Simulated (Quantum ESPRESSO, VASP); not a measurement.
Input for VASP

File POSCAR:
```
CaGe2
1
    2.0353890000     1.1751320000     5.3735530000
   -2.0353890000     1.1751320000     5.3735530000
    0.0000000000    -2.3502650000     5.3735530000
Ca Ge
1 2
Direct
  0.0000000000   0.0000000000   0.0000000000
  0.7985270000   0.7985270000   0.7985270000
  0.2014730000   0.2014730000   0.2014730000
```

### INCAR
```
# general
SYSTEM  = CaGe2
PREC    = Accurate
ENCUT   = 300
LREAL   = .False.
LASPH   = .True.

# electronic loop
EDIFF   = 1E-6
NELM    = 100
ALGO    = Normal
LMAXMIX = 4

# smearing
ISMEAR  = 0
SIGMA   = 0.1

# functional
GGA     = PS

# ions
ISIF    = 2

# output
LWAVE   = .False.
LCHARG  = .False.
```

**KPOINTS**
```
Automatic mesh
0
Gamma
9 9 9
0 0 0
```

POTCAR, in this order: Ca_sv Ge_d (PBE.64 set). Program: vasp_std.

Problem. Write an input for Quantum ESPRESSO that does the same calculation.

Solution. One input that does it (PBEsol, PSlibrary ultrasoft (PBE) pseudopotentials):
```
&control
 calculation = 'scf',
 prefix = 'CaGe2',
 outdir = './work',
 pseudo_dir = './',
 tprnfor = .true.,
 tstress = .true.,
/
&system
 ibrav = 0,
 nat = 3,
 ntyp = 2,
 ecutwfc = 50,
 ecutrho = 300,
 occupations = 'smearing',
 smearing = 'gaussian',
 degauss = 0.0073499,
 input_dft = 'pbesol',
/
&electrons
 conv_thr = 1e-10,
/
ATOMIC_SPECIES
Ca    40.0780  Ca.pbe-spn-rrkjus_psl.1.0.0.UPF
Ge    72.6300  Ge.pbe-n-rrkjus_psl.1.0.0.UPF
CELL_PARAMETERS angstrom
   2.0353889535     1.1751323602     5.3735530000
  -2.0353889535     1.1751323602     5.3735530000
   0.0000000000    -2.3502647204     5.3735530000
ATOMIC_POSITIONS crystal
Ca    0.0000000000    0.0000000000    0.0000000000
Ge    0.7985270000    0.7985270000    0.7985270000
Ge    0.2014730000    0.2014730000    0.2014730000
K_POINTS automatic
9 9 9  0 0 0
```
The two runs describe the same crystal, functional and task. Each code takes its own potentials, basis and convergence tests.

The structure comes from a computed database's CaGe2 entry; how it stands against other phases isn't given here. The cell was not relaxed at this level, and it may have been scaled.
